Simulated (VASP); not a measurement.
# WF: relaxation of the atoms with PBE+TS-HI+U

WF:

```xyz
2
Lattice="1.3839 0.7990 5.1363 -1.3839 0.7990 5.1363 0.0000 -1.5979 5.1363" Properties=species:S:1:pos:R:3 pbc="T T T"
W     0.0000    0.0000   12.5447
F     0.0000    0.0000   14.4400
```

The cell was built by a generator and needn't be a form met in nature.

The cell isn't the ideal one: volume scaled by 1.04.

| Property | Result |
| --- | --- |
| Program | VASP 6.6.1 |
| Task | relaxation of the atoms |
| Functional | PBE |
| Dispersion | TS-HI |
| Potentials or basis | VASP PAW PBE potentials, release 64 (W_sv, F) |
| Cutoff | 520 eV |
| k mesh | 11 × 11 × 11 |
| Occupations | gaussian, width 0.05 eV |
| Spin | no spin polarisation |
| Hubbard terms | W d U = 4.5 eV |
| Further INCAR settings | ALGO = Normal; EDIFF = 1e-06; IBRION = 2; EDIFFG = -0.01; NSW = 60 |

* Energy gained by relaxing: 0.1 meV/atom
* Ionic steps: 4
* Pressure after relaxing: -3.2 GPa
* Largest force after relaxing: 0.005 eV/Å
* Band gap on the k mesh: none (metal or under the smearing width)
* Hirshfeld charges: W +0.17; F -0.17 e
* Dispersion energy per atom: -0.250 eV

Forces in eV/Å, atoms in the order of the input:
```
W    0.000  0.000  0.005
F    0.000  0.000 -0.005
```

Stress tensor (GPa, compression positive):
```
-2.67  0.00  0.00
 0.00 -2.67  0.00
 0.00  0.00 -4.16
```

The path:
```
step  energy change (eV)  largest force (eV/Å)  pressure (GPa)
   1              0.0000                0.2406           -2.41
   2              0.0031                0.3138           -4.23
   3             -0.0004                0.1013           -2.86
   4             -0.0002                0.0053           -3.16
```

Final structure:
```yaml
crystal:
  lattice:
    - [1.38386, 0.79898, 5.13631]
    - [-1.38386, 0.79898, 5.13631]
    - [0.00000, -1.59794, 5.13631]
  atoms:
    - { symbol: W, position: [0.81380, 0.81380, 0.81380] }
    - { symbol: F, position: [0.93744, 0.93744, 0.93744] }
```

Levels at points of the mesh, in eV from the Fermi level:
```csv
k point,band 7,band 8,band 9,band 10,band 11,band 12,band 13,band 14
"(0.00, 0.00, 0.00)",-6.25,-3.84,-3.84,-0.27,-0.27,-0.26,3.78,3.78
```

Eigenvalues of the final occupation matrices:
```
    site  spin  trace               eigenvalues
site 1 d     1   1.62  0.27 0.28 0.28 0.39 0.39
site 1 d     2   1.62  0.27 0.28 0.28 0.39 0.39
```

Run time: 5.1 min on 1 thread of Intel(R) Xeon(R) Platinum 8559C (Emerald Rapids), with other jobs on the host, peak memory 0.29 GiB.

Caveat: an odd number of electrons without spin polarisation forces a metal; a magnetic or distorted state may lie lower; U without spin polarisation on a metal has little footing; pairwise dispersion overbinds metals, which lowers pressure and volume. Spin-orbit coupling is left out, which matters for the levels of W.
